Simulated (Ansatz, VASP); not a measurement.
## CdClO: VASP beside Ansatz

```
Cd Cl O
1.0
     3.81177    0.00000    0.00000
    -1.90589    3.30109    0.00000
     0.00000    0.00000    9.56256
Cd Cl O
2 2 2
Direct
  0.69036 0.35361 0.02375
  0.33352 0.65981 0.52132
  0.65930 0.32808 0.34074
  0.32380 0.66592 0.84373
  0.98813 0.98128 0.07938
  0.00258 0.01604 0.57620
```

Change from the starting cell: atoms moved at random, drawn with an rms of 0.05 Å.

Alike in both runs: task single point; functional PBE; k mesh 8 × 8 × 3; occupations fermi-dirac, width 0.05 eV; no spin polarisation.

|  | VASP | Ansatz |
| --- | --- | --- |
| version | VASP 6.6.1 | Ansatz 0.2.0 |
| potentials or method | VASP PAW PBE potentials, release 64 (Cd, Cl, O) | Ansatz PAW |
| plane-wave cutoff (eV) | 520 | 420 |
| valence electrons in the cell | 50 | 66 |

Ansatz gave:

| Property | Result |
| --- | --- |
| gap on the k mesh at the Fermi level (eV) | none |
| pressure (GPa) | -1.7 |
| largest component of the traceless stress (GPa) | 1.72 |
| rms of the force components (eV/Å) | 0.271 |

**Question.** What did VASP give for the same quantities?

**Answer.** gap on the k mesh at the Fermi level (eV): none; pressure (GPa): -1.2; largest component of the traceless stress (GPa): 1.74; rms of the force components (eV/Å): 0.301.

Atom by atom the forces differ by 0.034 eV/Å (rms over components). A gap of «none» marks a metal or a gap that the smearing closes. The two sets of potentials don't hold the same shells in valence.
